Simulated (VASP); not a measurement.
All values below come from LDA (Ceperley-Alder, Perdew-Zunger) + U (Dudarev), VASP's LDA PAW potentials (set 64) (plane waves; VASP).

VASP ran on this input.

### POSCAR
```
CoO
2.9048220
  1.0000000000   0.0000000000   0.0000000000
 -1.0000000000   1.0000000000   0.0000000000
  0.0000000000   0.0000000000   6.2523624511
Co O
4 4
direct
 -0.0255150000   0.0047010000   0.3304110000
  1.0035010000   0.5020300000   0.4414140000
 -0.0053080000  -0.0017610000   0.5570130000
  1.0082070000   0.5043550000   0.6698690000
  0.0112950000   0.0166480000   0.4433120000
  0.9779640000   0.4753820000   0.3302430000
  0.0013720000   0.0016790000   0.6710990000
  1.0284850000   0.4969660000   0.5566390000
```

### KPOINTS
```
Automatic mesh
0
Gamma
8 6 1
0 0 0
```

**INCAR**
```
# general
SYSTEM   = CoO
PREC     = Accurate
ENCUT    = 400
LREAL    = .False.
LASPH    = .True.

# electronic loop
EDIFF    = 1E-6
NELM     = 100
ALGO     = Normal
LMAXMIX  = 4

# smearing
ISMEAR   = -1
SIGMA    = 0.05

# spin
ISPIN    = 2
MAGMOM   = 4*3.0 4*0.0

# DFT+U
LDAU     = .True.
LDAUTYPE = 2
LDAUL    = 2 -1
LDAUU    = 3.32 0
LDAUJ    = 0 0

# ions
ISIF     = 2

# output
LWAVE    = .False.
LCHARG   = .False.
LORBIT   = 11
```

POTCAR, in this order: Co O (LDA.64 set). Program: vasp_std.

Output

File OSZICAR:
```
...
DAV:  12    -0.541717096700E+02   -0.28971E+01   -0.11515E+01  5926   0.602E+01    0.308E+01
DAV:  13    -0.512192798701E+02    0.29524E+01   -0.54456E+00  5952   0.305E+01    0.181E+01
DAV:  14    -0.507708194757E+02    0.44846E+00   -0.13718E+00  6872   0.156E+01    0.821E+00
DAV:  15    -0.509804578649E+02   -0.20964E+00   -0.10948E+00  7030   0.946E+00    0.473E+00
DAV:  16    -0.511525870368E+02   -0.17213E+00   -0.24134E-01  6226   0.584E+00    0.397E+00
DAV:  17    -0.511613632158E+02   -0.87762E-02   -0.20588E-02  4896   0.114E+00    0.397E+00
DAV:  18    -0.511042067309E+02    0.57156E-01   -0.13874E-02  7378   0.148E+00    0.372E+00
DAV:  19    -0.511182667184E+02   -0.14060E-01   -0.59765E-02  7392   0.185E+00    0.348E+00
DAV:  20    -0.511168187092E+02    0.14480E-02   -0.25383E-03  4474   0.360E-01    0.347E+00
DAV:  21    -0.511172003187E+02   -0.38161E-03   -0.40124E-05  5774   0.477E-02    0.347E+00
DAV:  22    -0.511203180208E+02   -0.31177E-02   -0.97360E-04  7876   0.222E-01    0.345E+00
DAV:  23    -0.511366437827E+02   -0.16326E-01   -0.94320E-03  7786   0.107E+00    0.342E+00
DAV:  24    -0.511333721659E+02    0.32716E-02   -0.40737E-03  6250   0.496E-01    0.341E+00
DAV:  25    -0.511425682491E+02   -0.91961E-02   -0.15475E-03  7046   0.536E-01    0.339E+00
DAV:  26    -0.512441357487E+02   -0.10157E+00   -0.13125E-01  7210   0.398E+00    0.319E+00
DAV:  27    -0.512329072346E+02    0.11229E-01   -0.16585E-02  5804   0.120E+00    0.312E+00
DAV:  28    -0.512890718890E+02   -0.56165E-01   -0.69070E-02  7110   0.372E+00    0.257E+00
DAV:  29    -0.513966958804E+02   -0.10762E+00   -0.94009E-02  7126   0.357E+00    0.241E+00
DAV:  30    -0.514357678922E+02   -0.39072E-01   -0.64856E-02  7058   0.283E+00    0.252E+00
DAV:  31    -0.514369412626E+02   -0.11734E-02   -0.16749E-02  6546   0.148E+00    0.261E+00
DAV:  32    -0.514559603799E+02   -0.19019E-01   -0.12591E-01  7086   0.388E+00    0.268E+00
DAV:  33    -0.514871916028E+02   -0.31231E-01   -0.24727E-01  7010   0.643E+00    0.201E+00
DAV:  34    -0.515087216782E+02   -0.21530E-01   -0.11868E-01  6878   0.463E+00    0.188E+00
DAV:  35    -0.515201799474E+02   -0.11458E-01   -0.44828E-02  6912   0.290E+00    0.178E+00
DAV:  36    -0.515265200900E+02   -0.63401E-02   -0.48184E-02  7216   0.330E+00    0.142E+00
DAV:  37    -0.515267454322E+02   -0.22534E-03   -0.72787E-02  7070   0.316E+00    0.103E+00
DAV:  38    -0.515322847016E+02   -0.55393E-02   -0.41537E-02  7032   0.235E+00    0.122E+00
DAV:  39    -0.515340613818E+02   -0.17767E-02   -0.17790E-02  6762   0.151E+00    0.129E+00
DAV:  40    -0.515344111311E+02   -0.34975E-03   -0.41702E-03  5924   0.534E-01    0.133E+00
DAV:  41    -0.515340704807E+02    0.34065E-03   -0.81982E-04  5868   0.427E-01    0.130E+00
DAV:  42    -0.515342124167E+02   -0.14194E-03   -0.20176E-02  6736   0.194E+00    0.123E+00
DAV:  43    -0.515397344580E+02   -0.55220E-02   -0.25946E-02  7220   0.219E+00    0.142E+00
DAV:  44    -0.515432128706E+02   -0.34784E-02   -0.86749E-03  6706   0.978E-01    0.153E+00
DAV:  45    -0.515417735992E+02    0.14393E-02   -0.57605E-03  7096   0.124E+00    0.138E+00
DAV:  46    -0.515426719840E+02   -0.89838E-03   -0.21368E-03  6808   0.506E-01    0.129E+00
DAV:  47    -0.515457908402E+02   -0.31189E-02   -0.93659E-04  6890   0.392E-01    0.124E+00
DAV:  48    -0.515640629582E+02   -0.18272E-01   -0.11236E-02  7084   0.189E+00    0.111E+00
DAV:  49    -0.515828107280E+02   -0.18748E-01   -0.19132E-02  7298   0.244E+00    0.103E+00
DAV:  50    -0.515921332453E+02   -0.93225E-02   -0.33493E-02  7488   0.266E+00    0.767E-01
DAV:  51    -0.515927115864E+02   -0.57834E-03   -0.18804E-02  6840   0.179E+00    0.628E-01
DAV:  52    -0.515961945712E+02   -0.34830E-02   -0.57724E-03  6492   0.892E-01    0.601E-01
DAV:  53    -0.515969388897E+02   -0.74432E-03   -0.14424E-03  5712   0.342E-01    0.542E-01
DAV:  54    -0.515974209006E+02   -0.48201E-03   -0.34317E-04  6276   0.159E-01    0.535E-01
DAV:  55    -0.516016295523E+02   -0.42087E-02   -0.53699E-03  6396   0.830E-01    0.558E-01
DAV:  56    -0.516107690381E+02   -0.91395E-02   -0.37532E-02  6676   0.234E+00    0.784E-01
DAV:  57    -0.516101790284E+02    0.59001E-03   -0.10111E-02  6502   0.107E+00    0.465E-01
DAV:  58    -0.516108231006E+02   -0.64407E-03   -0.26823E-03  6888   0.658E-01    0.487E-01
DAV:  59    -0.516124452975E+02   -0.16222E-02   -0.13047E-03  6822   0.410E-01    0.502E-01
DAV:  60    -0.516118922040E+02    0.55309E-03   -0.27226E-04  5508   0.213E-01    0.497E-01
DAV:  61    -0.516160750760E+02   -0.41829E-02   -0.23079E-03  6616   0.791E-01    0.528E-01
DAV:  62    -0.516122379658E+02    0.38371E-02   -0.21456E-03  6414   0.693E-01    0.462E-01
DAV:  63    -0.516107473397E+02    0.14906E-02   -0.12200E-03  7050   0.407E-01    0.423E-01
DAV:  64    -0.516087718607E+02    0.19755E-02   -0.39443E-03  6816   0.711E-01    0.398E-01
DAV:  65    -0.516076501054E+02    0.11218E-02   -0.58463E-03  7014   0.769E-01    0.443E-01
DAV:  66    -0.516017791927E+02    0.58709E-02   -0.12117E-02  6536   0.152E+00    0.617E-01
DAV:  67    -0.516105589849E+02   -0.87798E-02   -0.14061E-02  6294   0.182E+00    0.568E-01
DAV:  68    -0.516158025275E+02   -0.52435E-02   -0.59218E-03  7144   0.121E+00    0.416E-01
DAV:  69    -0.516235908164E+02   -0.77883E-02   -0.11890E-02  6980   0.174E+00    0.331E-01
DAV:  70    -0.516300564246E+02   -0.64656E-02   -0.13138E-02  7316   0.150E+00    0.621E-01
DAV:  71    -0.516317694931E+02   -0.17131E-02   -0.32769E-03  6116   0.677E-01    0.635E-01
DAV:  72    -0.516317450363E+02    0.24457E-04   -0.31661E-03  6890   0.682E-01    0.411E-01
DAV:  73    -0.516334616751E+02   -0.17166E-02   -0.11688E-03  6516   0.427E-01    0.334E-01
DAV:  74    -0.516353660644E+02   -0.19044E-02   -0.88586E-04  6744   0.501E-01    0.308E-01
DAV:  75    -0.516381848819E+02   -0.28188E-02   -0.19043E-03  6642   0.837E-01    0.349E-01
DAV:  76    -0.516413413132E+02   -0.31564E-02   -0.41512E-03  7270   0.100E+00    0.422E-01
DAV:  77    -0.516422781293E+02   -0.93682E-03   -0.12951E-03  6228   0.397E-01    0.310E-01
DAV:  78    -0.516437724422E+02   -0.14943E-02   -0.10851E-03  6768   0.516E-01    0.328E-01
DAV:  79    -0.516446135725E+02   -0.84113E-03   -0.57920E-04  6300   0.264E-01    0.343E-01
DAV:  80    -0.516445460995E+02    0.67473E-04   -0.73799E-05  4408   0.716E-02    0.343E-01
DAV:  81    -0.516444350326E+02    0.11107E-03   -0.65727E-05  6672   0.173E-01    0.290E-01
DAV:  82    -0.516445453391E+02   -0.11031E-03   -0.46988E-04  6642   0.252E-01    0.345E-01
DAV:  83    -0.516442459406E+02    0.29940E-03   -0.11505E-03  6806   0.434E-01    0.368E-01
DAV:  84    -0.516442901237E+02   -0.44183E-04   -0.14423E-04  4454   0.883E-02    0.366E-01
DAV:  85    -0.516443458117E+02   -0.55688E-04   -0.27270E-06  3926   0.251E-02    0.368E-01
DAV:  86    -0.516460175254E+02   -0.16717E-02   -0.18897E-03  6606   0.677E-01    0.376E-01
DAV:  87    -0.516460815776E+02   -0.64052E-04   -0.27948E-04  4646   0.104E-01    0.386E-01
DAV:  88    -0.516459737142E+02    0.10786E-03   -0.17554E-05  5312   0.625E-02    0.370E-01
DAV:  89    -0.516456771429E+02    0.29657E-03   -0.16456E-03  6264   0.376E-01    0.220E-01
DAV:  90    -0.516445816533E+02    0.10955E-02   -0.55556E-03  6828   0.821E-01    0.199E-01
DAV:  91    -0.516448428431E+02   -0.26119E-03   -0.77347E-04  5828   0.232E-01    0.185E-01
DAV:  92    -0.516447138443E+02    0.12900E-03   -0.40579E-04  6656   0.223E-01    0.189E-01
DAV:  93    -0.516450787004E+02   -0.36486E-03   -0.10055E-03  6070   0.380E-01    0.178E-01
DAV:  94    -0.516450682300E+02    0.10470E-04   -0.10093E-03  6740   0.384E-01    0.120E-01
DAV:  95    -0.516453906403E+02   -0.32241E-03   -0.32562E-04  6574   0.229E-01    0.114E-01
DAV:  96    -0.516466378605E+02   -0.12472E-02   -0.10308E-03  6264   0.553E-01    0.124E-01
DAV:  97    -0.516473660799E+02   -0.72822E-03   -0.92562E-04  6674   0.367E-01    0.139E-01
DAV:  98    -0.516476747137E+02   -0.30863E-03   -0.30374E-04  6470   0.191E-01    0.136E-01
DAV:  99    -0.516478259063E+02   -0.15119E-03   -0.60794E-05  6056   0.820E-02    0.137E-01
DAV: 100    -0.516479060911E+02   -0.80185E-04   -0.17610E-05  5412   0.443E-02
   1 F= -.51647906E+02 E0= -.51623427E+02  d E =-.489579E-01  mag=    11.8438
```

File OUTCAR:
```
------------------------ aborting loop EDIFF was not reached (unconverged)  ----------------------------
  FORCE on cell =-STRESS in cart. coord.  units (eV):
  Direction    XX          YY          ZZ          XY          YZ          ZX
  --------------------------------------------------------------------------------------
  Total       -4.5334747     -4.9360885     -0.4382698      0.8715444     -0.0720196     -0.1718607
  in kB      -47.3957122    -51.6048833     -4.5819405      9.1116578     -0.7529373     -1.7967363
  external PRESSURE =     -34.5275120 kB  Pullay stress =       0.0000000 kB
  volume of cell :      153.25
      direct lattice vectors                 reciprocal lattice vectors
     2.904822000  0.000000000  0.000000000     0.344255173  0.344255173  0.000000000
    -2.904822000  2.904822000  0.000000000     0.000000000  0.344255173  0.000000000
     0.000000000  0.000000000 18.162000000     0.000000000  0.000000000  0.055060015
 POSITION                                       TOTAL-FORCE (eV/Angst)
 -----------------------------------------------------------------------------------
      2.81705      0.01366      6.00092         0.695821     -0.473446     -0.109712
     -1.44814      1.45831      8.01696        -0.205124      0.267604      0.391621
     -0.01030      2.89971     10.11647         0.690041     -0.010603      0.227294
     -1.44122      1.46506     12.16616        -0.162802     -0.054742     -0.062181
     -0.01555      0.04836      8.05143         0.214934     -0.456618     -0.094688
      1.45991      1.38090      5.99787        -0.639709      0.584343     -0.532413
     -0.00089      0.00488     12.18850         0.184801      0.057916      0.241713
     -1.36085      1.44360     10.10968        -0.777961      0.085544     -0.061634
 -----------------------------------------------------------------------------------
    total drift:                                0.000878     -0.002028      0.003161
  FREE ENERGIE OF THE ION-ELECTRON SYSTEM (eV)
  ---------------------------------------------------
  free  energy   TOTEN  =       -51.6479060911 eV

  energy  without entropy=      -51.5989481788  energy(sigma->0) =      -51.62342713

 total charge

# of ion       s       p       d       tot
------------------------------------------
    1        0.332   0.407   7.199   7.938
    2        0.344   0.458   7.230   8.031
    3        0.342   0.456   7.247   8.045
    4        0.322   0.391   7.205   7.918
    5        1.565   3.494   0.000   5.059
    6        1.563   3.464   0.000   5.027
    7        1.564   3.440   0.000   5.004
    8        1.565   3.493   0.000   5.058
--------------------------------------------------
tot          7.596  15.603  28.881  52.080

 magnetization (x)

# of ion       s       p       d       tot
------------------------------------------
    1        0.026   0.029   2.605   2.659
    2        0.017   0.019   2.661   2.697
    3        0.018   0.021   2.613   2.652
    4        0.025   0.026   2.556   2.607
    5        0.029   0.266   0.000   0.295
    6        0.021   0.205   0.000   0.227
    7        0.021   0.205   0.000   0.226
    8        0.028   0.231   0.000   0.258
--------------------------------------------------
tot          0.185   1.001  10.435  11.620
```
(Selected blocks of OUTCAR.)

### stdout
```
...
DAV:  81    -0.516444350326E+02    0.11107E-03   -0.65727E-05  6672   0.173E-01    0.290E-01
DAV:  82    -0.516445453391E+02   -0.11031E-03   -0.46988E-04  6642   0.252E-01    0.345E-01
DAV:  83    -0.516442459406E+02    0.29940E-03   -0.11505E-03  6806   0.434E-01    0.368E-01
DAV:  84    -0.516442901237E+02   -0.44183E-04   -0.14423E-04  4454   0.883E-02    0.366E-01
DAV:  85    -0.516443458117E+02   -0.55688E-04   -0.27270E-06  3926   0.251E-02    0.368E-01
DAV:  86    -0.516460175254E+02   -0.16717E-02   -0.18897E-03  6606   0.677E-01    0.376E-01
DAV:  87    -0.516460815776E+02   -0.64052E-04   -0.27948E-04  4646   0.104E-01    0.386E-01
DAV:  88    -0.516459737142E+02    0.10786E-03   -0.17554E-05  5312   0.625E-02    0.370E-01
DAV:  89    -0.516456771429E+02    0.29657E-03   -0.16456E-03  6264   0.376E-01    0.220E-01
DAV:  90    -0.516445816533E+02    0.10955E-02   -0.55556E-03  6828   0.821E-01    0.199E-01
DAV:  91    -0.516448428431E+02   -0.26119E-03   -0.77347E-04  5828   0.232E-01    0.185E-01
DAV:  92    -0.516447138443E+02    0.12900E-03   -0.40579E-04  6656   0.223E-01    0.189E-01
DAV:  93    -0.516450787004E+02   -0.36486E-03   -0.10055E-03  6070   0.380E-01    0.178E-01
DAV:  94    -0.516450682300E+02    0.10470E-04   -0.10093E-03  6740   0.384E-01    0.120E-01
DAV:  95    -0.516453906403E+02   -0.32241E-03   -0.32562E-04  6574   0.229E-01    0.114E-01
DAV:  96    -0.516466378605E+02   -0.12472E-02   -0.10308E-03  6264   0.553E-01    0.124E-01
DAV:  97    -0.516473660799E+02   -0.72822E-03   -0.92562E-04  6674   0.367E-01    0.139E-01
DAV:  98    -0.516476747137E+02   -0.30863E-03   -0.30374E-04  6470   0.191E-01    0.136E-01
DAV:  99    -0.516478259063E+02   -0.15119E-03   -0.60794E-05  6056   0.820E-02    0.137E-01
DAV: 100    -0.516479060911E+02   -0.80185E-04   -0.17610E-05  5412   0.443E-02

 -----------------------------------------------------------------------------
|                                                                             |
|           W    W    AA    RRRRR   N    N  II  N    N   GGGG   !!!           |
|           W    W   A  A   R    R  NN   N  II  NN   N  G    G  !!!           |
|           W    W  A    A  R    R  N N  N  II  N N  N  G       !!!           |
|           W WW W  AAAAAA  RRRRR   N  N N  II  N  N N  G  GGG   !            |
|           WW  WW  A    A  R   R   N   NN  II  N   NN  G    G                |
|           W    W  A    A  R    R  N    N  II  N    N   GGGG   !!!           |
|                                                                             |
|     The electronic self-consistency was not achieved in the given           |
|     number of steps (NELM). The forces and other quantities evaluated       |
|     might not be reliable so examine the results carefully. If you find     |
|     spurious results, we suggest increasing NELM, if you were close to      |
|     convergence or switching to a different ALGO or adjusting the           |
|     density mixing parameters otherwise.                                    |
|                                                                             |
 -----------------------------------------------------------------------------

   1 F= -.51647906E+02 E0= -.51623427E+02  d E =-.489579E-01  mag=    11.8438
```

Convergence was not reached.

At this cut-off the stress carries a Pulay error, which pulls relaxed volumes low. The cell holds a wide vacuum, so values per volume refer to the whole cell. The moments were started parallel, and other spin orders were not tried in this run.

The cell is a sheet with vacuum, built from a generated structure. A gapless solution with U can be a metastable orbital state.
